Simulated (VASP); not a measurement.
Given:

```
Cu
1.0
    0.00000     1.80500     1.80500
    1.80500     0.00000     1.80500
    1.80500     1.80500     0.00000
Cu
1
Cartesian
  0.00000   0.00000   0.00000
```

Computed with MS2 meta-GGA, VASP's PBE PAW potentials (set 64) (plane waves; VASP 6.6.1). Run with 520 eV cut-off, 16×16×16 Γ-centred mesh, first-order Methfessel-Paxton smearing of 0.10 eV, potentials Cu.

Energy and stress use the plane-wave basis of the starting cell.

Task: The ions, cell shape and volume are relaxed. Predict the relaxed structure.

Result: 
```
Cu
1.0
    0.00000     1.77539     1.77539
    1.77539     0.00000     1.77539
    1.77539     1.77539     0.00000
Cu
1
Cartesian
  1.77539   3.55078   1.77539
```
Space group Fm-3m (225), at a tolerance of 0.03 Å.

Task: How do energy and volume change from the first to the last step?

Result: The energy (σ→0) changes by -11.7 meV/atom and the volume by -4.8 %, in 4 ionic steps.

The compound is Cu in the fcc structure. This run relaxes it. Symmetry was kept, so distortions that lower it aren't found.
